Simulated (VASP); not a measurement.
The system is HfB.

```
Hf B
1.0
     0.00000    2.31000    2.31000
     2.31000    0.00000    2.31000
     2.31000    2.31000    0.00000
Hf B
1 1
Direct
  0.50000 0.50000 0.50000
  0.00000 0.00000 0.00000
```

```yaml
Program: VASP 6.6.1
Task: relaxation of cell and atoms
Functional: PBE
Potentials_or_basis: VASP PAW PBE potentials, release 64 (Hf_pv, B)
Cutoff: 600 eV
k_mesh: 10 × 10 × 10
Occupations: fermi-dirac, width 0.05 eV
Spin: no spin polarisation
```

At the start: pressure 30.5 GPa; volume 12.33 Å³/atom.

Problem. Where does the relaxation end?

Solution. Over 17 steps the energy falls by 153.9 meV/atom and the volume is 14.13 Å³/atom (+14.7 %); space group Fm-3m (No. 225, to 0.05 Å).

The path:
```csv
step,energy change (eV),largest force (eV/Å),pressure (GPa),volume (Å³)
1,0.0000,0.0000,30.49,24.65
2,0.1519,0.0000,-22.12,34.00
3,-0.3074,0.0000,-0.94,28.43
4,-0.3078,0.0000,-0.13,28.29
5,-0.3078,0.0000,0.33,28.22
6,-0.3078,0.0000,0.33,28.22
7,-0.3078,0.0000,0.30,28.22
8,-0.3078,0.0000,0.30,28.22
9,-0.3078,0.0000,0.30,28.22
10,-0.3078,0.0000,0.30,28.22
11,-0.3078,0.0000,0.30,28.22
12,-0.3078,0.0000,0.30,28.22
13,-0.3078,0.0000,0.30,28.23
14,-0.3078,0.0000,0.27,28.23
15,-0.3078,0.0000,0.24,28.23
16,-0.3078,0.0000,0.17,28.24
17,-0.3078,0.0000,0.05,28.27
```

Final structure:
```
CELL_PARAMETERS angstrom
0.00000 2.41773 2.41773
2.41773 0.00000 2.41773
2.41773 2.41773 0.00000
ATOMIC_POSITIONS crystal
Hf 0.50000 0.50000 0.50000
B 0.00000 0.00000 0.00000
```
